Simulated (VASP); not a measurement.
# Bulk modulus against bond length in diamond and zinc-blende semiconductors

HSE06 in VASP (plane waves, PAW). Static lattice, from a third-order Birch-Murnaghan fit over five volumes at each level. The bond length is the nearest-neighbour distance.

Here d stands for bond length and y for ln of B0 in GPa.

```
solid  bond length (Å)  ln of B0 in GPa  cut-off (eV)
-----  ---------------  ---------------  ------------
C                1.537            6.153           520
SiC              1.882            5.449           520
BAs              2.066            4.991           520
BeS              2.101            4.594           520
ZnS              2.350            4.337           520
Si               2.353            4.597           520
InP              2.555            4.239           520
InSb             2.825                ?           520
```

Problem. Fit y against d with a straight line in ln d, and predict the withheld value at d = 2.825.

Solution. With u = ln d - 0.74, the rows have u = -0.31017, -0.10766, -0.01439, 0.00241, 0.11442, 0.11569, 0.19805. Means: u -0.00023571, y 4.9086. About the means, the sum of products is -0.68016 and the sum of squares of u is 0.17371; the slope is their ratio. Least squares gives y = 4.9076 - 3.9156·u. Residuals (row less fit): 0.0309, 0.1198, 0.0271, -0.3042, -0.1226, 0.1424, 0.1069; standard error 0.1762 (degrees of freedom: 5). The slope is -3.92 with a standard error of 0.42. So B0 goes as d to the power -3.9 over these rows; such a law is empirical and holds within one kind of bonding. At the withheld row, u = 0.29851, so y = 4.9076 - 3.9156 × 0.29851 = 3.7388. The calculation gives 3.820, 0.0812 above the prediction (3.5 % of the range of y in the table). The row lies outside the fitted rows, so this is an extrapolation. From the scatter of the fitted rows alone, a prediction at this place has a standard error of 0.2268, so the miss is 0.4 times that.

The run's B0 for InSb is 46 GPa. The rows are a random draw from the solids of this series computed here; series whose standard error about the line passes 12 to 30 % of the range of y, or with no trend, aren't shown in this form.
